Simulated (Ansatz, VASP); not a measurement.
## TiTeS in two plane-wave programs

Wanted: the spread between two codes on one cell, functional and k mesh. The cell is taken from a series of runs on this material, whose earlier steps may have relaxed, scaled, displaced or heated it; both programs get it as it stands.

Method: plane waves, with VASP 6.6.1 beside it; PBEsol, in Ansatz 0.2.0.

## (1) Starting point

The cell holds 3 atoms: 1 Ti, 1 S and 1 Te. Cell: a = 3.591 Å, b = 3.538 Å, c = 30.000 Å, α = 90.0°, β = 90.0°, γ = 120.5°. Vacuum lies along c.

As a file:

```xyz
3
Lattice="3.5910 0.0000 0.0000 -1.7955 3.0489 0.0000 0.0000 0.0000 30.0000" Properties=species:S:1:pos:R:3
Ti    1.7955    3.0448   10.1905
S     0.0000    2.0448   11.3985
Te    1.7955    1.0082    8.3111
```

## (2) VASP: zone-centre phonons, PBEsol

Second derivatives magnify differences that forces hide, and they need a tight electronic threshold.

Lines of VASP's logs that name or quote its potential files are left out, and so is its time.

Contents of INCAR:

```
SYSTEM = TiTeS
PREC = Accurate
ENCUT = 500
EDIFF = 1E-08
NELM = 120
ISMEAR = 1
SIGMA = 0.2
LREAL = .FALSE.
ALGO = Normal
GGA = PS
NBANDS = 18
LASPH = .TRUE.
LORBIT = 11
LWAVE = .FALSE.
LCHARG = .FALSE.
ISIF = 2
IBRION = 8
GGA_COMPAT = .FALSE.
NELMDL = -8
KPAR = 2
```

Contents of POSCAR:

```
TiTeS
1.0
    3.5910281631      0.0000000000      0.0000000000
   -1.7955140815      3.0489427598      0.0000000000
    0.0000000000      0.0000000000     30.0000000000
Ti S Te
1 1 1
Direct
    0.9993285378      0.9986570755      0.3396819258
    0.3353333702      0.6706667404      0.3799486782
    0.6653380920      0.3306761840      0.2770360629
```

Contents of KPOINTS:

```
Automatic mesh
0
Gamma
15 15 1
0 0 0
```

The projector-augmented-wave data sets are Ti_sv, S and Te (PBE family, release 64).

Run with:

```bash
$ mpirun -np 2 vasp_std
```

Numbers of over 12 decimals in the logs are rounded to 6 here.

The log of the run:

```text
[banner, memory and clock lines left out]
running    2 mpi-ranks, on    1 nodes
 distrk:  each k-point on    1 cores,    2 groups
 distr:  one band on    1 cores,    1 groups

 POSCAR found type information on POSCAR TiS Te
 POSCAR found :  3 types and       3 ions
|                                                                             |
|               ----> ADVICE to this user running VASP <----                  |
|                                                                             |
|     You enforced a specific xc type in the INCAR file but a different       |
|     [... a line on the potential file left out ...]
|     I HOPE YOU KNOW WHAT YOU ARE DOING!                                     |
|                                                                             |

 LDA part: xc-table for (Slater+PW92), standard interpolation
 POSCAR, INCAR and KPOINTS ok, starting setup
 FFT: planning ... GRIDC
 FFT: planning ... GRID_SOFT
 FFT: planning ... GRID
 WAVECAR not read
 entering main loop
       N       E                     dE             d eps       ncg     rms          rms(c)
DAV:   1     0.163202570768E+03    0.16320E+03   -0.10296E+04  2816   0.963E+02
DAV:   2     0.202935429360E+01   -0.16117E+03   -0.15736E+03  3050   0.233E+02
DAV:   3    -0.209102575908E+02   -0.22940E+02   -0.22817E+02  4094   0.812E+01
DAV:   4    -0.220445596593E+02   -0.11343E+01   -0.11299E+01  3180   0.179E+01
DAV:   5    -0.221443569343E+02   -0.99797E-01   -0.99762E-01  3652   0.435E+00
DAV:   6    -0.221453286750E+02   -0.97174E-03   -0.97167E-03  3258   0.541E-01
DAV:   7    -0.221453657164E+02   -0.37041E-04   -0.37041E-04  3646   0.902E-02
DAV:   8    -0.221453659943E+02   -0.27786E-06   -0.27777E-06  3238   0.905E-03    0.138E+01
DAV:   9    -0.209306524934E+02    0.12147E+01   -0.34921E+01  3042   0.428E+01    0.117E+01
DAV:  10    -0.197874024890E+02    0.11433E+01   -0.25144E+01  3192   0.344E+01    0.628E+00
DAV:  11    -0.193298589444E+02    0.45754E+00   -0.23289E+00  2666   0.113E+01    0.205E+00
DAV:  12    -0.193504538082E+02   -0.20595E-01   -0.39573E-01  3356   0.416E+00    0.163E+00
DAV:  13    -0.193209168855E+02    0.29537E-01   -0.20545E-01  2974   0.348E+00    0.677E-01
DAV:  14    -0.193209664604E+02   -0.49575E-04   -0.14218E-02  2582   0.100E+00    0.387E-01
[...]
DAV:  28    -0.193205128216E+02   -0.10691E-05   -0.20828E-08  2800   0.750E-04    0.730E-04
DAV:  29    -0.193205145889E+02   -0.17673E-05   -0.34782E-08  2494   0.831E-04    0.217E-04
DAV:  30    -0.193205151524E+02   -0.56352E-06   -0.54511E-09  2350   0.275E-04    0.269E-04
DAV:  31    -0.193205154485E+02   -0.29609E-06   -0.28794E-09  2170   0.298E-04    0.129E-04
DAV:  32    -0.193205155308E+02   -0.82312E-07   -0.41266E-10  1962   0.123E-04    0.119E-04
DAV:  33    -0.193205155475E+02   -0.16696E-07    0.18789E-10  1534   0.861E-05    0.547E-05
DAV:  34    -0.193205155637E+02   -0.16157E-07    0.51171E-11  1620   0.103E-04    0.180E-05
DAV:  35    -0.193205155666E+02   -0.29318E-08    0.29733E-10  1418   0.411E-05
   1 F= -.19320516E+02 E0= -.19321601E+02  d E =0.325527E-02
 Linear response reoptimize wavefunctions to high precision
DAV:   1    -0.193205155672E+02   -0.55115E-09    0.31366E-10  1744   0.137E-05
DAV:   2    -0.193205155672E+02   -0.16371E-10    0.31759E-10  1388   0.553E-06
 Linear response DOF=           9
 Linear response progress:
  Degree of freedom:   1/  9
       N       E                     dE             d eps       ncg     rms          rms(c)
RMM:   1    -0.719891828698E+00   -0.71989E+00    0.12106E+01  4069   0.135E+02
RMM:   2    -0.682956214626E+00    0.36936E-01   -0.41358E-01  7218   0.518E+00    0.222E-01
[...]
RMM:  15    -0.102676998943E+00   -0.32838E-07   -0.16612E-07 11054   0.817E-05    0.330E-06
RMM:  16    -0.102677024508E+00   -0.25565E-07   -0.11663E-07 11119   0.447E-05    0.144E-06
RMM:  17    -0.102677023291E+00    0.12165E-08   -0.40472E-08 10852   0.251E-05    0.160E-06
 first order change of Fermi-energy  -0.65160E-03
 force on displaced ion       2 direction 1 :  -5.566   0.015   0.001
 Linear response progress:
  Degree of freedom:   5/  9
       N       E                     dE             d eps       ncg     rms          rms(c)
RMM:   1    -0.120297991477E+00   -0.12030E+00   -0.17306E-01  5698   0.203E+00
RMM:   2    -0.100759187063E+00    0.19539E-01   -0.12677E-02  4612   0.639E-01    0.123E-01
RMM:   3    -0.101379337312E+00   -0.62015E-03   -0.14484E-03  4882   0.213E-01    0.570E-02
RMM:   4    -0.101849022290E+00   -0.46968E-03   -0.56365E-04  5382   0.103E-01    0.247E-02
RMM:   5    -0.102005333758E+00   -0.15631E-03   -0.12115E-04  5136   0.589E-02    0.213E-02
RMM:   6    -0.102044822594E+00   -0.39489E-04   -0.35002E-05  4995   0.354E-02    0.801E-03
RMM:   7    -0.102013462945E+00    0.31360E-04   -0.13845E-05  5915   0.170E-02    0.263E-03
RMM:   8    -0.102029746582E+00   -0.16284E-04   -0.19749E-05  6070   0.764E-03    0.894E-04
RMM:   9    -0.102028158093E+00    0.15885E-05    0.12399E-05  6184   0.382E-03    0.567E-04
RMM:  10    -0.102030200848E+00   -0.20428E-05   -0.15707E-05  6067   0.211E-03    0.387E-04
RMM:  11    -0.102028787710E+00    0.14131E-05    0.16707E-06  6194   0.117E-03    0.128E-04
[...]
RMM:  11    -0.144139811675E+00    0.18188E-05    0.56865E-06  5838   0.155E-03    0.212E-04
RMM:  12    -0.144138270512E+00    0.15412E-05   -0.14992E-06  5488   0.998E-04    0.226E-04
RMM:  13    -0.144138136259E+00    0.13425E-06    0.57843E-07  5737   0.610E-04    0.123E-04
RMM:  14    -0.144137200706E+00    0.93555E-06    0.45690E-07  5193   0.559E-04    0.868E-05
RMM:  15    -0.144137213091E+00   -0.12385E-07    0.12716E-06  5583   0.231E-04    0.575E-05
RMM:  16    -0.144137071287E+00    0.14180E-06    0.67280E-07  5453   0.170E-04    0.180E-05
RMM:  17    -0.144137036602E+00    0.34685E-07    0.36550E-07  5665   0.998E-05    0.186E-05
RMM:  18    -0.144137065858E+00   -0.29256E-07    0.24472E-07  5657   0.631E-05    0.171E-05
RMM:  19    -0.144137066973E+00   -0.11151E-08    0.18498E-07  5485   0.444E-05    0.654E-06
RMM:  20    -0.144137059381E+00    0.75921E-08    0.10516E-07  5688   0.262E-05    0.340E-06
RMM:  21    -0.144137059979E+00   -0.59813E-09    0.72587E-08  5871   0.133E-05    0.112E-06
 first order change of Fermi-energy  -0.14302E+01
 force on displaced ion       2 direction 3 :  -0.000  -0.187  -8.024
 Linear response progress:
  Degree of freedom:   7/  9
       N       E                     dE             d eps       ncg     rms          rms(c)
RMM:   1    -0.404594274923E-01   -0.40459E-01   -0.79803E-03  9724   0.909E-01
RMM:   2    -0.383803248481E-01    0.20791E-02   -0.35562E-03  8362   0.295E-01    0.688E-02
RMM:   3    -0.385312268343E-01   -0.15090E-03   -0.76243E-04  9411   0.107E-01    0.396E-02
RMM:   4    -0.385824451915E-01   -0.51218E-04   -0.12456E-04 10048   0.411E-02    0.284E-02
RMM:   5    -0.386720550148E-01   -0.89610E-04   -0.26551E-05  8893   0.271E-02    0.329E-03
RMM:   6    -0.386671800973E-01    0.48749E-05   -0.10641E-05  9792   0.123E-02    0.241E-03
RMM:   7    -0.386652090588E-01    0.19710E-05   -0.16949E-06  9639   0.640E-03    0.167E-03
RMM:   8    -0.386633859317E-01    0.18231E-05   -0.10163E-06  9834   0.330E-03    0.493E-04
RMM:   9    -0.386631144587E-01    0.27147E-06   -0.10956E-06 10800   0.161E-03    0.210E-04
RMM:  10    -0.386631227309E-01   -0.82722E-08    0.92179E-07 10866   0.744E-04    0.914E-05
RMM:  11    -0.386632138143E-01   -0.91083E-07   -0.27948E-08 10915   0.396E-04    0.340E-05
RMM:  12    -0.386632285829E-01   -0.14769E-07    0.43592E-07 10903   0.213E-04    0.137E-05
RMM:  13    -0.386632532625E-01   -0.24680E-07   -0.16249E-08 10992   0.118E-04    0.583E-06
RMM:  14    -0.386632601353E-01   -0.68729E-08    0.12755E-07 11004   0.652E-05    0.181E-06
RMM:  15    -0.386632611624E-01   -0.10270E-08   -0.12964E-08 10965   0.362E-05    0.159E-06
 first order change of Fermi-energy  -0.68680E-03
 force on displaced ion       3 direction 1 :  -2.682   0.004   0.000
 Linear response progress:
  Degree of freedom:   8/  9
       N       E                     dE             d eps       ncg     rms          rms(c)
RMM:   1    -0.400010719294E-01   -0.40001E-01   -0.10102E-02  5511   0.908E-01
RMM:   2    -0.378686161460E-01    0.21325E-02   -0.34640E-03  4727   0.291E-01    0.672E-02
RMM:   3    -0.380185984264E-01   -0.14998E-03   -0.70719E-04  5344   0.106E-01    0.386E-02
RMM:   4    -0.380710321045E-01   -0.52434E-04   -0.12976E-04  5731   0.424E-02    0.273E-02
RMM:   5    -0.381519999374E-01   -0.80968E-04   -0.32441E-05  4686   0.319E-02    0.134E-02
RMM:   6    -0.381574164706E-01   -0.54165E-05   -0.11141E-05  4829   0.230E-02    0.312E-03
RMM:   7    -0.381517157521E-01    0.57007E-05   -0.37782E-06  5932   0.923E-03    0.151E-03
RMM:   8    -0.381486756181E-01    0.30401E-05   -0.25147E-06  5955   0.366E-03    0.487E-04
RMM:   9    -0.381485457089E-01    0.12991E-06   -0.23854E-06  6116   0.169E-03    0.265E-04
RMM:  10    -0.381485499853E-01   -0.42764E-08    0.68941E-07  6022   0.863E-04    0.133E-04
RMM:  11    -0.381485783397E-01   -0.28354E-07    0.29565E-07  6147   0.488E-04    0.298E-05
RMM:  12    -0.381485928058E-01   -0.14466E-07    0.49574E-07  6145   0.264E-04    0.190E-05
RMM:  13    -0.381486202845E-01   -0.27479E-07    0.15214E-07  6224   0.149E-04    0.105E-05
RMM:  14    -0.381486315453E-01   -0.11261E-07    0.16056E-07  6177   0.847E-05    0.530E-06
RMM:  15    -0.381486274580E-01    0.40873E-08    0.30300E-08  6213   0.472E-05    0.241E-06
 first order change of Fermi-energy   0.22846E-01
 force on displaced ion       3 direction 2 :  -0.000  -2.585  -0.122
 Linear response progress:
  Degree of freedom:   9/  9
       N       E                     dE             d eps       ncg     rms          rms(c)
RMM:   1    -0.878906715303E-01   -0.87891E-01    0.19695E-02  5448   0.118E+00
RMM:   2    -0.853970992690E-01    0.24936E-02   -0.48697E-03  4762   0.345E-01    0.112E-01
RMM:   3    -0.855218634498E-01   -0.12476E-03   -0.94735E-04  4693   0.181E-01    0.926E-02
RMM:   4    -0.855273190247E-01   -0.54556E-05   -0.33733E-04  4823   0.128E-01    0.632E-02
RMM:   5    -0.855312993389E-01   -0.39803E-05   -0.98547E-05  4791   0.661E-02    0.488E-02
RMM:   6    -0.855805388753E-01   -0.49240E-04   -0.50540E-05  4723   0.554E-02    0.118E-02
RMM:   7    -0.855820085678E-01   -0.14697E-05   -0.24849E-05  5696   0.267E-02    0.829E-03
RMM:   8    -0.855838163177E-01   -0.18077E-05   -0.67553E-06  6052   0.123E-02    0.525E-03
RMM:   9    -0.855838781614E-01   -0.61844E-07   -0.73785E-06  5408   0.731E-03    0.201E-03
RMM:  10    -0.855845907128E-01   -0.71255E-06   -0.23793E-06  5909   0.346E-03    0.171E-03
RMM:  11    -0.855854025790E-01   -0.81187E-06   -0.17479E-06  6007   0.185E-03    0.112E-03
RMM:  12    -0.855870240089E-01   -0.16214E-05   -0.90899E-07  5338   0.148E-03    0.368E-04
RMM:  13    -0.855877153438E-01   -0.69133E-06   -0.94023E-07  5369   0.757E-04    0.377E-04
RMM:  14    -0.855882619006E-01   -0.54656E-06   -0.63541E-07  5852   0.395E-04    0.355E-04
RMM:  15    -0.855885023085E-01   -0.24041E-06   -0.52228E-07  5262   0.430E-04    0.953E-05
RMM:  16    -0.855886404453E-01   -0.13814E-06   -0.46698E-07  5550   0.199E-04    0.154E-04
RMM:  17    -0.855887668917E-01   -0.12645E-06   -0.31115E-07  5321   0.132E-04    0.632E-05
RMM:  18    -0.855887928805E-01   -0.25989E-07   -0.23856E-07  5655   0.806E-05    0.146E-05
RMM:  19    -0.855887815178E-01    0.11363E-07   -0.82546E-08  5408   0.534E-05    0.341E-06
RMM:  20    -0.855887815146E-01    0.31553E-11   -0.63154E-08  5788   0.299E-05    0.267E-06
 first order change of Fermi-energy  -0.74894E+00
 force on displaced ion       3 direction 3 :  -0.000  -0.137  -8.642
 Linear response finished
```

Parts of OUTCAR (step 2):

```text
ion  position               nearest neighbor table
   1  0.999  0.999  0.340-   2 2.38   2 2.38   2 2.38   3 2.77   3 2.79   3 2.79
   2  0.335  0.671  0.380-   1 2.38   1 2.38   1 2.38
   3  0.665  0.331  0.277-   1 2.77   1 2.79   1 2.79

  LATTYP: Found a base centered orthorhombic cell.
 ALAT       =     3.5910281631
 B/A-ratio  =     1.6980890271
 C/A-ratio  =     8.3541533615

 Subroutine GETGRP returns: Found  2 space group operations
 (whereof  2 operations were pure point group operations)

The static configuration has the point symmetry C_1h.

 Found     64 irreducible k-points:

   k-points           NKPTS =     64   k-points in BZ     NKDIM =     64   number of bands    NBANDS=     18

   dimension x,y,z NGX =    28 NGY =   28 NGZ =  224
   dimension x,y,z NGXF=    56 NGYF=   56 NGZF=  448

   ENCUT  =  500.0 eV  36.75 Ry    6.06 a.u.   6.55  6.45 54.70*2*pi/ulx,y,z

   NELECT =      24.0000    total number of electrons

 k-points in reciprocal lattice and weights: Automatic mesh
   0.00000000  0.00000000  0.00000000       0.004
   0.06666667  0.00000000  0.00000000       0.018
   0.13333333  0.00000000  0.00000000       0.018
   0.20000000 -0.00000000  0.00000000       0.018
   0.26666667  0.00000000  0.00000000       0.018
   0.33333333 -0.00000000  0.00000000       0.018
   0.40000000  0.00000000  0.00000000       0.018
   0.46666667 -0.00000000  0.00000000       0.018
   0.00000000  0.06666667  0.00000000       0.009
[...]
0.00000000  0.46666667  0.00000000       0.009
   0.06666667  0.46666667  0.00000000       0.009

 average (electrostatic) potential at core
       1 -84.0020       2 -94.2375       3 -96.5679

  Total       -0.7411619     -0.1867694      0.0465673     -0.0000000      0.0011483      0.0000000
  in kB       -3.6152167     -0.9110181      0.2271444     -0.0000000      0.0056010      0.0000000
  external PRESSURE =      -1.4330301 kB  Pullay stress =       0.0000000 kB

  energy-cutoff  :      500.00
  volume of cell :      328.47
      direct lattice vectors                 reciprocal lattice vectors
     3.591028163  0.000000000  0.000000000     0.278471779  0.163991272  0.000000000
    -1.795514081  3.048942760  0.000000000     0.000000000  0.327982543  0.000000000
     0.000000000  0.000000000 30.000000000     0.000000000  0.000000000  0.033333333

 POSITION                                       TOTAL-FORCE (eV/Angst)
 -----------------------------------------------------------------------------------
      1.79551      3.04485     10.19046         0.000000      0.000304      0.003444
      0.00000      2.04482     11.39846         0.000000      0.000256      0.019348
      1.79551      1.00821      8.31108        -0.000000     -0.000559     -0.022791
 -----------------------------------------------------------------------------------
    total drift:                               -0.000000     -0.000118     -0.000112

 Eigenvectors and eigenvalues of the dynamical matrix
 ----------------------------------------------------

   1 f  =   10.783939 THz    67.757490 2PiTHz  359.713499 cm-1    44.598770 meV
             X         Y         Z           dx          dy          dz
      1.795514  3.044848 10.190458     0.000000    0.038341    0.771274
      0.000000  2.044825 11.398460    -0.000000   -0.040500   -0.612059
      1.795514  1.008213  8.311082    -0.000000   -0.003252   -0.165528

   2 f  =    8.000689 THz    50.269810 2PiTHz  266.874249 cm-1    33.088175 meV
             X         Y         Z           dx          dy          dz
      1.795514  3.044848 10.190458     0.620434    0.000000   -0.000000
      0.000000  2.044825 11.398460    -0.784159   -0.000000    0.000000
      1.795514  1.008213  8.311082     0.012538    0.000000    0.000000

   3 f  =    7.752318 THz    48.709252 2PiTHz  258.589499 cm-1    32.060997 meV
             X         Y         Z           dx          dy          dz
      1.795514  3.044848 10.190458    -0.000000    0.601632   -0.043778
      0.000000  2.044825 11.398460     0.000000   -0.796269    0.032251
      1.795514  1.008213  8.311082    -0.000000    0.030505    0.010349

   4 f  =    6.110265 THz    38.391927 2PiTHz  203.816499 cm-1    25.270014 meV
             X         Y         Z           dx          dy          dz
      1.795514  3.044848 10.190458    -0.000000   -0.013930   -0.415047
      0.000000  2.044825 11.398460    -0.000000   -0.007227   -0.685240
      1.795514  1.008213  8.311082     0.000000    0.011977    0.598158

   5 f  =    3.644835 THz    22.901172 2PiTHz  121.578601 cm-1    15.073819 meV
             X         Y         Z           dx          dy          dz
      1.795514  3.044848 10.190458    -0.619331   -0.000000    0.000000
      0.000000  2.044825 11.398460    -0.480087   -0.000000    0.000000
      1.795514  1.008213  8.311082     0.621245    0.000000   -0.000000

   6 f  =    3.564557 THz    22.396774 2PiTHz  118.900832 cm-1    14.741818 meV
             X         Y         Z           dx          dy          dz
      1.795514  3.044848 10.190458    -0.000000    0.636588   -0.014392
      0.000000  2.044825 11.398460    -0.000000    0.457825   -0.008718
      1.795514  1.008213  8.311082     0.000000   -0.620245    0.012802

   7 f/i=    0.002389 THz     0.015012 2PiTHz    0.079695 cm-1     0.009881 meV
             X         Y         Z           dx          dy          dz
      1.795514  3.044848 10.190458    -0.000000   -0.432418    0.209660
      0.000000  2.044825 11.398460    -0.000000   -0.353861    0.171772
      1.795514  1.008213  8.311082    -0.000000   -0.705229    0.342032

   8 f/i=    0.003127 THz     0.019645 2PiTHz    0.104292 cm-1     0.012931 meV
             X         Y         Z           dx          dy          dz
      1.795514  3.044848 10.190458     0.000000   -0.210107   -0.432195
      0.000000  2.044825 11.398460     0.000000   -0.171584   -0.353849
      1.795514  1.008213  8.311082     0.000000   -0.341852   -0.705372

   9 f/i=    0.004663 THz     0.029299 2PiTHz    0.155544 cm-1     0.019285 meV
             X         Y         Z           dx          dy          dz
      1.795514  3.044848 10.190458     0.481136   -0.000000    0.000000
      0.000000  2.044825 11.398460     0.393207   -0.000000    0.000000
      1.795514  1.008213  8.311082     0.783516   -0.000000    0.000000

 ELASTIC MODULI CONTR FROM IONIC RELAXATION (kBar)
 Direction    XX          YY          ZZ          XY          YZ          ZX
 --------------------------------------------------------------------------------
 XX         -97.5957    -56.8484   -117.3410     -0.0000     39.4959      0.0000
 YY         -56.8484   -101.5687   -121.5715     -0.0000    -45.6941     -0.0000
 ZZ        -117.3410   -121.5715   -225.3510     -0.0000     -2.9071     -0.0000
 XY          -0.0000     -0.0000     -0.0000    -19.7111     -0.0000     40.9445
 YZ          39.4959    -45.6941     -2.9071     -0.0000   -117.2324     -0.0000
 ZX           0.0000     -0.0000     -0.0000     40.9445     -0.0000    -94.8559
 --------------------------------------------------------------------------------
```

This run has no spin polarisation, so a moment on Ti, if there is one, isn't seen.

(Part 1 of 2 ends here.)

[Lines on the potential files, build, host, timing and source positions are cut from VASP's logs without a mark.]

[Logs are printed without paths, hosts, clocks, repeated set-up lines and the standing remarks that a program may print on its own settings, such as how far it seeks lower states.]

[Hosts, paths, dates, database ids (printed as entryN), source tags and the programs' standing remarks are cut or masked in the printed files.]
